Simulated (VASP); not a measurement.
Data:

```
CuP
1.0
    1.90394    -5.03124     0.00000
    1.90394     5.03124     0.00000
    0.00000     0.00000     3.75214
P Cu
2 2
Cartesian
  1.90394  -0.64400   0.93804
  1.90394   0.64400   2.81411
  1.90394  -3.56966   0.93804
  1.90394   3.56966   2.81411
```

Level of theory: PBE GGA + U (Dudarev), VASP's PBE PAW potentials (set 64) (plane waves; VASP). Numerical set-up: 400 eV cut-off, 6×6×5 Γ-centred mesh, Gaussian smearing of 0.050 eV, potentials P Cu, U − J: Cu 6.00 eV.

Question: Give the force on each atom (eV/Å).

Answer: 
```json
[
 {"atom": "P1", "Fx": "0.000", "Fy": "-0.969", "Fz": "0.000"},
 {"atom": "P2", "Fx": "0.000", "Fy": "0.969", "Fz": "0.000"},
 {"atom": "Cu3", "Fx": "0.000", "Fy": "0.078", "Fz": "0.000"},
 {"atom": "Cu4", "Fx": "0.000", "Fy": "-0.078", "Fz": "0.000"}
]
```

Question: Give the stress tensor in GPa (positive for a compressed cell).

Answer: 
```
-7.62   0.00   0.00
 0.00  -8.74   0.00
 0.00   0.00  -9.33
```
The pressure is its mean diagonal, -8.56 GPa.

The structure was generated: CuP was put into the CrB type (Cmcm), which need not be its known phase. The cell was not relaxed at this level. The k-mesh is coarse (spacing up to 0.33 per Å, 2π included), so the numbers may not be converged in it. The run is one of a series of settings (LDAU = .TRUE., LDAUJ = 0 0, LDAUL = -1 2, LDAUTYPE = 2, LDAUU = 0 6.0 against the base run), some of them coarse on purpose.
